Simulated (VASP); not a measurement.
# TiAs: phonons from a supercell, part 3 of 4

How does the lattice of TiAs vibrate? The start is a cell from a database of measured crystal structures.

VASP 6.6.1; LDA; plane waves and PAW (As, Ti_sv).

So far. Step 2 (Relax the host): The run ended after 10 ionic steps, 0.566 eV below its first step, once forces and stress met EDIFFG = -0.02. Step 3 (Relax the host again, on a new basis): The start already met the threshold, so nothing moved. The relaxed cell has a = 3.567, c = 11.872 Å (conventional setting).

The database entry behind the starting cell differs from later determinations by our own check (an axis about 2.0 % long against later determinations), so it need not match the best structure at ambient conditions.

## (4) Tight relaxation

Force constants are second derivatives, so residual forces and stress must first be far smaller than in an ordinary relaxation. Smearing, mesh and cutoff differ from the relaxation before, which can move the cell too.

INCAR

```
SYSTEM = TiAs
PREC = Accurate
ENCUT = 350
EDIFF = 1E-08
NELM = 120
ISMEAR = 1
SIGMA = 0.2
LREAL = .FALSE.
ALGO = Fast
GGA = CA
NBANDS = 42
LORBIT = 11
LWAVE = .FALSE.
LCHARG = .FALSE.
KPAR = 4
IBRION = 1
NSW = 30
ISIF = 3
EDIFFG = -0.002
POTIM = 0.4
```

POSCAR

```
TiAs
1.0
    3.5670068903      0.0000000000      0.0000000000
   -1.7835034451      3.0891185824      0.0000000000
    0.0000000000      0.0000000000     11.8722104185
As Ti
4 4
Direct
    0.6666666667      0.3333333333      0.2500000000
    0.3333333333      0.6666666667      0.7500000000
    0.0000000000      0.0000000000      0.5000000000
    0.0000000000      0.0000000000      0.0000000000
    0.6666666667      0.3333333333      0.8828775279
    0.3333333333      0.6666666667      0.3828775279
    0.6666666667      0.3333333333      0.6171224721
    0.3333333333      0.6666666667      0.1171224721
```

KPOINTS

```
Automatic mesh
0
Gamma
11 11 3
0 0 0
```

Potentials, in the order of the species: As and Ti_sv (LDA family, release 64).

Launch:

```console
$ mpirun -np 4 vasp_std
```

Output:

```text
[... set-up lines as in an earlier step ...]
 entering main loop
       N       E                     dE             d eps       ncg     rms          rms(c)
DAV:   1     0.718256783113E+03    0.71826E+03   -0.26685E+04  2688   0.139E+03
DAV:   2     0.357236599594E+02   -0.68253E+03   -0.66783E+03  2718   0.468E+02
DAV:   3    -0.616874011580E+02   -0.97411E+02   -0.95949E+02  4110   0.154E+02
DAV:   4    -0.718065789664E+02   -0.10119E+02   -0.10074E+02  3952   0.444E+01
DAV:   5    -0.723537373113E+02   -0.54716E+00   -0.54675E+00  3992   0.959E+00    0.233E+01
RMM:   6    -0.631212055489E+02    0.92325E+01   -0.56112E+01  3602   0.397E+01    0.413E+00
RMM:   7    -0.639599115799E+02   -0.83871E+00   -0.10794E+01  3936   0.108E+01    0.397E+00
RMM:   8    -0.640814491858E+02   -0.12154E+00   -0.26788E+00  3990   0.545E+00    0.369E+00
RMM:   9    -0.657652684512E+02   -0.16838E+01   -0.16211E+01  4026   0.220E+01    0.884E+00
RMM:  10    -0.638406686904E+02    0.19246E+01   -0.55006E+00  3732   0.146E+01    0.164E+00
RMM:  11    -0.639429535187E+02   -0.10228E+00   -0.22255E+00  3699   0.473E+00    0.983E-01
RMM:  12    -0.639691531264E+02   -0.26200E-01   -0.37230E-01  3915   0.211E+00    0.110E+00
RMM:  13    -0.639753759426E+02   -0.62228E-02   -0.11556E-01  4555   0.103E+00    0.115E+00
RMM:  14    -0.639854652227E+02   -0.10089E-01   -0.63907E-02  4433   0.670E-01    0.133E+00
RMM:  15    -0.639480574973E+02    0.37408E-01   -0.11086E-01  3981   0.172E+00    0.605E-01
WARNING in EDDRMM: call to ZHEGV failed, returncode =   8  4     32
RMM:  16    -0.639490887684E+02   -0.10313E-02   -0.44562E-02  3860   0.590E-01    0.409E-01
RMM:  17    -0.639516476387E+02   -0.25589E-02   -0.70179E-03  3815   0.386E-01    0.490E-01
RMM:  18    -0.639529694101E+02   -0.13218E-02   -0.61336E-03  4059   0.238E-01    0.522E-01
RMM:  19    -0.639523321878E+02    0.63722E-03   -0.28834E-03  4203   0.204E-01    0.472E-01
RMM:  20    -0.639507623195E+02    0.15699E-02   -0.91169E-03  3938   0.336E-01    0.294E-01
RMM:  21    -0.639509438115E+02   -0.18149E-03   -0.25667E-03  4517   0.132E-01    0.263E-01
RMM:  22    -0.639511400823E+02   -0.19627E-03   -0.10504E-03  4039   0.101E-01    0.239E-01
RMM:  23    -0.639514681376E+02   -0.32806E-03   -0.94689E-04  4000   0.119E-01    0.218E-01
RMM:  24    -0.639507343494E+02    0.73379E-03   -0.22087E-03  4248   0.217E-01    0.114E-01
RMM:  25    -0.639507288356E+02    0.55138E-05   -0.20569E-03  4209   0.135E-01    0.258E-02
RMM:  26    -0.639507505003E+02   -0.21665E-04   -0.25714E-04  4099   0.575E-02    0.137E-02
RMM:  27    -0.639507687887E+02   -0.18288E-04   -0.23017E-04  4290   0.463E-02    0.106E-02
RMM:  28    -0.639507792279E+02   -0.10439E-04   -0.12980E-04  4376   0.320E-02    0.528E-03
RMM:  29    -0.639507896124E+02   -0.10385E-04   -0.11790E-04  4285   0.245E-02    0.348E-03
 num prob  num prob  num prob  num prob  num prob RMM:  30    -0.639507954937E+02   -0.58813E-05   -0.67265E-05  4495   0.204E-02    0.306E-03
 num prob  num prob  num prob  num prob  num prob  num prob RMM:  31    -0.639508016884E+02   -0.61948E-05   -0.70163E-05  4130   0.178E-02    0.141E-03
 num prob  num prob  num prob  num prob  num prob  num prob WARNING in EDDRMM: call to ZHEGV failed, returncode =   8  4      9
 num prob  num prob  num prob  num prob  num prob  num prob  num prob  num prob RMM:  32    -0.639508058349E+02   -0.41465E-05   -0.48009E-05  4214   0.156E-02    0.259E-04
 num prob  num prob  num prob  num prob  num prob  num prob  num prob  num prob  num prob  num prob  num prob  num prob  num prob  num prob  num prob  num prob  num prob RMM:  33    -0.639508097109E+02   -0.38759E-05   -0.43950E-05  4163   0.141E-02    0.146E-03
 num prob  num prob  num prob  num prob  num prob  num prob  num prob  num prob  num prob  num prob  num prob  num prob  num prob  num prob  num prob  num prob  num prob  num prob  num prob  num prob  num prob  num prob  num prob  num prob  num prob  num prob  num prob  num prob  num prob  num prob  num prob  num prob  num prob  num prob  num prob  num prob  num prob  num prob  num prob  num prob  num prob  num prob  num prob  num prob  num prob  num prob  num prob  num prob  num prob  num prob  num prob  num prob RMM:  34    -0.639508127639E+02   -0.30531E-05   -0.34762E-05  3455   0.121E-02    0.152E-03
 num prob  num prob  num prob  num prob  num prob  num prob WARNING in EDDRMM: call to ZHEGV failed, returncode =   6  3     21
 num prob  num prob  num prob  num prob  num prob  num prob  num prob  num prob  num prob  num prob  num prob  num prob  num prob  num prob  num prob  num prob  num prob  num prob  num prob  num prob  num prob  num prob  num prob  num prob  num prob  num prob  num prob  num prob  num prob  num prob  num prob  num prob  num prob  num prob  num prob  num prob  num prob  num prob  num prob RMM:  35    -0.639508155090E+02   -0.27451E-05   -0.31494E-05  3681   0.113E-02    0.116E-03
 num prob  num prob  num prob  num prob  num prob  num prob  num prob  num prob  num prob  num prob  num prob  num prob  num prob  num prob  num prob  num prob  num prob  num prob  num prob  num prob  num prob  num prob  num prob  num prob  num prob  num prob  num prob  num prob  num prob  num prob  num prob  num prob  num prob  num prob  num prob  num prob  num prob  num prob  num prob  num prob  num prob  num prob  num prob  num prob  num prob  num prob  num prob  num prob  num prob  num prob  num prob  num prob  num prob  num prob RMM:  36    -0.639508178047E+02   -0.22957E-05   -0.26211E-05  3381   0.102E-02    0.129E-03
 num prob  num prob  num prob  num prob  num prob  num prob  num prob  num prob  num prob  num prob  num prob  num prob  num prob  num prob  num prob  num prob  num prob  num prob  num prob  num prob  num prob  num prob WARNING in EDDRMM: call to ZHEGV failed, returncode =   8  4     34
 num prob  num prob  num prob  num prob  num prob  num prob  num prob  num prob  num prob  num prob  num prob  num prob  num prob  num prob RMM:  37    -0.639508196867E+02   -0.18819E-05   -0.22299E-05  3649   0.955E-03    0.933E-04
 num prob  num prob  num prob  num prob  num prob  num prob  num prob  num prob  num prob  num prob  num prob  num prob  num prob  num prob  num prob  num prob  num prob  num prob  num prob  num prob  num prob  num prob  num prob  num prob  num prob  num prob  num prob  num prob  num prob  num prob  num prob  num prob  num prob  num prob  num prob  num prob  num prob  num prob  num prob  num prob  num prob  num prob  [...]
[...]
num prob  num prob  num prob  num prob  num prob  num prob  num prob  num prob  num prob  num prob  num prob  num prob  num prob  num prob  num prob  num prob  num prob  num prob  num prob  num prob  num prob  num prob  num prob  num prob  num prob  num prob  num prob  num prob  num prob  num prob  num prob  num prob  num prob  num prob  num prob  num prob  num prob  num prob  num prob  num prob  num prob  num prob  [...]
 -----------------------------------------------------------------------------
|                                                                             |
|           W    W    AA    RRRRR   N    N  II  N    N   GGGG   !!!           |
|           W    W   A  A   R    R  NN   N  II  NN   N  G    G  !!!           |
|           W    W  A    A  R    R  N N  N  II  N N  N  G       !!!           |
|           W WW W  AAAAAA  RRRRR   N  N N  II  N  N N  G  GGG   !            |
|           WW  WW  A    A  R   R   N   NN  II  N   NN  G    G                |
|           W    W  A    A  R    R  N    N  II  N    N   GGGG   !!!           |
|                                                                             |
|     The electronic self-consistency was not achieved in the given           |
|     number of steps (NELM). The forces and other quantities evaluated       |
|     might not be reliable so examine the results carefully. If you find     |
|     spurious results, we suggest increasing NELM, if you were close to      |
|     convergence or switching to a different ALGO or adjusting the           |
|     density mixing parameters otherwise.                                    |
|                                                                             |
 -----------------------------------------------------------------------------

   2 F= -.63950845E+02 E0= -.63954685E+02  d E =-.114769E-04
[...]
num prob  num prob  num prob  num prob  num prob  num prob  num prob  num prob  num prob  num prob  num prob  num prob  num prob  num prob  num prob  num prob  num prob  num prob  num prob  num prob  num prob  num prob  num prob  num prob  num prob  num prob  num prob  num prob  num prob  num prob  num prob  num prob  num prob  num prob  num prob  num prob  num prob  num prob  num prob  num prob  num prob  num prob WARNING in EDDRMM: call to ZHEGV failed, returncode =   8  4      7
[...]
num prob  num prob  num prob  num prob  num prob  num prob  num prob  num prob  num prob  num prob  num prob  num prob  num prob  num prob  num prob  num prob  num prob  num prob  num prob  num prob  num prob  num prob  num prob  num prob  num prob  num prob  num prob  num prob  num prob  num prob  num prob  num prob  num prob  num prob  num prob  num prob  num prob  num prob  num prob  num prob  num prob  num prob  num prob  num prob  num prob  num prob  num prob  num prob  num prob  num prob  num prob  num prob WARNING in EDDRMM: call to ZHEGV failed, returncode =   8  4      7
[...]
num prob  num prob  num prob  num prob  num prob  num prob  num prob  num prob  num prob  num prob  num prob  num prob  num prob  num prob  num prob  num prob  num prob  num prob  num prob  num prob  num prob WARNING in EDDRMM: call to ZHEGV failed, returncode =   8  4      9
[...]
3 F= -.63950849E+02 E0= -.63954684E+02  d E =-.463725E-05
[...]
4 F= -.63950850E+02 E0= -.63954684E+02  d E =-.281389E-06
 BRION: g(F)=  0.281E-06 g(S)=  0.171E-05 retain N=  2 mean eig= 3.14
 eig:   0.291  5.994
 bond charge predicted
       N       E                     dE             d eps       ncg     rms          rms(c)
DAV:   1    -0.639508509695E+02   -0.13963E-05   -0.88861E-05  3592   0.108E-01    0.972E-03
RMM:   2    -0.639508502578E+02    0.71167E-06   -0.14109E-05  3342   0.288E-02    0.405E-03
RMM:   3    -0.639508503375E+02   -0.79708E-07   -0.44242E-06  4115   0.119E-02    0.178E-03
RMM:   4    -0.639508503093E+02    0.28193E-07   -0.96841E-07  3913   0.662E-03    0.106E-03
 num prob  num prob  num prob  num prob  num prob  num prob  num prob  num prob  num prob  num prob  num prob  num prob  num prob  num prob  num prob  num prob  num prob  num prob  num prob  num prob  num prob  num prob  num prob  num prob  num prob  num prob  num prob  num prob  num prob  num prob  num prob  num prob  num prob  num prob  num prob  num prob  num prob  num prob  num prob  num prob  num prob  num prob  [...]
 num prob  num prob  num prob  num prob  num prob  num prob  num prob  num prob  num prob  num prob  num prob  num prob  num prob  num prob  num prob  num prob  num prob  num prob  num prob  num prob  num prob  num prob  num prob  num prob  num prob  num prob  num prob  num prob  num prob  num prob  num prob  num prob  num prob  num prob  num prob  num prob  num prob  num prob  num prob  num prob  num prob  num prob  [...]
 num prob  num prob  num prob  num prob  num prob  num prob  num prob  num prob  num prob  num prob  num prob  num prob  num prob  num prob  num prob  num prob  num prob  num prob  num prob  num prob  num prob  num prob  num prob  num prob  num prob  num prob  num prob  num prob  num prob  num prob  num prob  num prob  num prob  num prob  num prob  num prob  num prob  num prob  num prob  num prob  num prob  num prob  [...]
 num prob  num prob  num prob  num prob  num prob  num prob  num prob  num prob  num prob  num prob  num prob  num prob  num prob  num prob  num prob  num prob  num prob  num prob  num prob  num prob  num prob  num prob  num prob  num prob  num prob  num prob  num prob  num prob  num prob  num prob  num prob  num prob  num prob  num prob  num prob  num prob  num prob  num prob  num prob  num prob  num prob  num prob  num prob  num prob  num prob  num prob  num prob  num prob  num prob  num prob  num prob  num prob  num prob  num prob RMM:   8    -0.639508502923E+02    0.10195E-08   -0.18942E-07  2971   0.298E-03    0.150E-04
 num prob  num prob  num prob  num prob  num prob  num prob  num prob  num prob  num prob  num prob  num prob  num prob  num prob  num prob  num prob  num prob  num prob  num prob  num prob  num prob  num prob  num prob  num prob  num prob  num prob  num prob  num prob  num prob  num prob  num prob  num prob  num prob  num prob  num prob  num prob  num prob  num prob  num prob  num prob  num prob  num prob  num prob  [...]
 num prob  num prob  num prob  num prob  num prob  num prob  num prob  num prob  num prob  num prob  num prob  num prob  num prob  num prob  num prob  num prob  num prob  num prob  num prob  num prob  num prob  num prob  num prob  num prob  num prob  num prob  num prob  num prob  num prob  num prob  num prob  num prob  num prob  num prob  num prob  num prob  num prob  num prob  num prob  num prob  num prob  num prob  [...]
 num prob  num prob  num prob  num prob  num prob  num prob  num prob  num prob  num prob  num prob  num prob  num prob  num prob  num prob  num prob  num prob  num prob  num prob  num prob  num prob  num prob  num prob  num prob  num prob  num prob  num prob  num prob  num prob  num prob  num prob  num prob  num prob  num prob  num prob  num prob  num prob  num prob  num prob  num prob  num prob  num prob  num prob  [...]
 num prob  num prob  num prob  num prob  num prob  num prob  num prob  num prob  num prob  num prob  num prob  num prob  num prob  num prob  num prob  num prob  num prob  num prob  num prob  num prob  num prob  num prob  num prob  num prob  num prob  num prob  num prob  num prob  num prob  num prob  num prob  num prob  num prob  num prob  num prob  num prob  num prob  num prob  num prob  num prob  num prob  num prob  [...]
   5 F= -.63950850E+02 E0= -.63954682E+02  d E =-.701667E-06
 BRION: g(F)=  0.142E-06 g(S)=  0.480E-06 retain N=  1 mean eig= 1.16
 eig:   1.157
 reached required accuracy - stopping structural energy minimisation
```

Wall time 12 min (4 MPI ranks of Intel Xeon Platinum 8488C (Sapphire Rapids), shared host); peak memory 0.89 GiB; 46 min of CPU time.

From OUTCAR (step 4):

```text
 Found     32 irreducible k-points:

   k-points           NKPTS =     32   k-points in BZ     NKDIM =     32   number of bands    NBANDS=     42

   dimension x,y,z NGX =    24 NGY =   24 NGZ =   72
   dimension x,y,z NGXF=    48 NGYF=   48 NGZF=  144

   ENCUT  =  350.0 eV  25.72 Ry    5.07 a.u.   5.44  5.44 18.11*2*pi/ulx,y,z

   NELECT =      68.0000    total number of electrons

 E-fermi :   8.4475

 k-point     1 :       0.0000    0.0000    0.0000
  band No.  band energies     occupation
    ...
     30       7.5916      2.00000
     31       8.1468      2.05500
     32       8.1468      2.05500
     33       8.2527      2.04443
     34       8.2527      2.04443
     35       8.8739     -0.01019
     36       8.8739     -0.01019
     37       8.9708     -0.00135
     38       8.9708     -0.00135
     39       9.1568     -0.00001
    ...

 k-point     2 :       0.0909   -0.0000    0.0000
  band No.  band energies     occupation
    ...
     30       7.4031      2.00000
     31       7.7090      2.00000
     32       7.7880      2.00003
     33       7.8482      2.00019
     34       8.3457      1.74971
     35       8.5121      0.48325
     36       8.8366     -0.01897
     37       8.9057     -0.00559
     38       8.9442     -0.00249
     39       9.5932     -0.00000
    ...

  Total        0.0025536      0.0025536     -0.0092966      0.0000000      0.0000000      0.0000000
  in kB        0.0312795      0.0312795     -0.1138773      0.0000000      0.0000000      0.0000000
  external PRESSURE =      -0.0171061 kB  Pullay stress =       0.0000000 kB

  energy-cutoff  :      350.00
  volume of cell :      130.80
      direct lattice vectors                 reciprocal lattice vectors
     3.567340420  0.000000000  0.000000000     0.280320878  0.161843335 -0.000000000
    -1.783670210  3.089407428 -0.000000000    -0.000000000  0.323686669 -0.000000000
     0.000000000  0.000000000 11.867971191    -0.000000000 -0.000000000  0.084260400

 POSITION                                       TOTAL-FORCE (eV/Angst)
 -----------------------------------------------------------------------------------
      1.78367      1.02980      2.96699         0.000000      0.000000      0.000000
     -0.00000      2.05960      8.90098         0.000000      0.000000      0.000000
      0.00000      0.00000      5.93399         0.000000      0.000000      0.000000
      0.00000     -0.00000     -0.00000         0.000000      0.000000      0.000000
      1.78367      1.02980     10.47842         0.000000     -0.000000      0.000960
     -0.00000      2.05960      4.54444         0.000000      0.000000      0.000960
      1.78367      1.02980      7.32353        -0.000000      0.000000     -0.000960
     -0.00000      2.05960      1.38955        -0.000000      0.000000     -0.000960
 -----------------------------------------------------------------------------------
    total drift:                               -0.000000      0.000000      0.000000

  FREE ENERGIE OF THE ION-ELECTRON SYSTEM (eV)
  ---------------------------------------------------
  free  energy   TOTEN  =       -63.9508502706 eV

  energy  without entropy=      -63.9623459409  energy(sigma->0) =      -63.95468216

 total charge
# of ion       s       p       d       tot
------------------------------------------
    1        1.216   1.643   0.047   2.906
    2        1.216   1.643   0.047   2.906
    3        1.220   1.733   0.069   3.022
    4        1.220   1.733   0.069   3.022
    5        2.165   6.144   2.037  10.347
    6        2.165   6.144   2.037  10.347
    7        2.165   6.144   2.037  10.347
    8        2.165   6.144   2.037  10.347
--------------------------------------------------
tot         13.533  31.330   8.380  53.243

[... 5 parts as in an earlier step ...]

[... 6 further parts left out ...]
```

Little changed from the start: no atom moved by 0.005 Å and no cell edge by 0.1 %.

This step gave:

```
electronic cycles       : 254
free energy (TOTEN)     : -63.9509 eV
energy at zero smearing : -63.9547 eV
Fermi energy            : 8.447 eV
pressure                : -0.001711 GPa
```

The run ended after 5 ionic steps, 0.000 eV below its first step, once forces and stress met EDIFFG = -0.002.

(Part 3 of 4 ends here.)

[Lines on the potential files, build, host, timing and source positions are cut from VASP's logs without a mark.]

[Logs are printed without paths, hosts, clocks, repeated set-up lines and the standing remarks that a program may print on its own settings, such as how far it seeks lower states.]

[Hosts, paths, dates, database ids (printed as entryN), source tags and the programs' standing remarks are cut or masked in the printed files.]

[Runs that stopped without an error message from VASP are left out.]
